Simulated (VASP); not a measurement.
VASP input:

**INCAR**
```
# general
SYSTEM=AlN
PREC  =Accurate
ENCUT =520
LREAL =.FALSE.
LASPH =.TRUE.   # aspherical one-centre terms

# electronic loop
EDIFF =1E-7
NELM  =100   # most electronic steps
ALGO  =Normal   # blocked Davidson

# smearing
ISMEAR=-5

# functional
GGA   =PS   # PBEsol

# ions
ISIF  =2   # forces and stress, cell fixed

# output
LWAVE =.FALSE.
LCHARG=.TRUE.
LORBIT=11   # lm-projected
NEDOS =601
```

File POSCAR:
```
AlN
1
   -0.0000000000     2.1887524873     2.1887524873
    2.1887524873    -0.0000000000     2.1887524873
    2.1887524873     2.1887524873     0.0000000000
Al N
1 1
Direct
  0.0000000000   0.0000000000   0.0000000000
  0.7500000000   0.7500000000   0.7500000000
```

### KPOINTS
```
Automatic mesh
0
Gamma
12 12 12
0 0 0
```

POTCAR, in this order: Al N (PBE.64 set). Program: vasp_std.

Write an equivalent input for Quantum ESPRESSO's pw.x.

One equivalent input (not run):
```
&CONTROL
  calculation = 'scf'
  pseudo_dir = './pseudo'
  outdir = './out'
  tprnfor = .true.
  tstress = .true.
/
&SYSTEM
  ibrav = 0
  nat = 2
  ntyp = 2
  ecutwfc = 84
  occupations = 'tetrahedra'
  input_dft = 'pbesol'
/
&ELECTRONS
  conv_thr = 7.3e-09
  electron_maxstep = 100
/
ATOMIC_SPECIES
  Al 26.982 Al.upf
  N 14.007 N.upf
CELL_PARAMETERS angstrom
    -0.0000000    2.1887525    2.1887525
     2.1887525   -0.0000000    2.1887525
     2.1887525    2.1887525    0.0000000
ATOMIC_POSITIONS crystal
  Al   0.0000000  0.0000000  0.0000000
  N    0.7500000  0.7500000  0.7500000
K_POINTS automatic
  12 12 12 0 0 0
```
Limits of the translation: the potentials are each code's own (VASP's PAW set, PseudoDojo norm-conserving files in pw.x), so ENCUT and ecutwfc are chosen apart and not converted; conv_thr bounds pw.x's estimated SCF error, while EDIFF bounds the energy change between steps.

The structure comes from a computed database's AlN entry (F-43m); how it stands against other phases isn't given here. It was relaxed first.
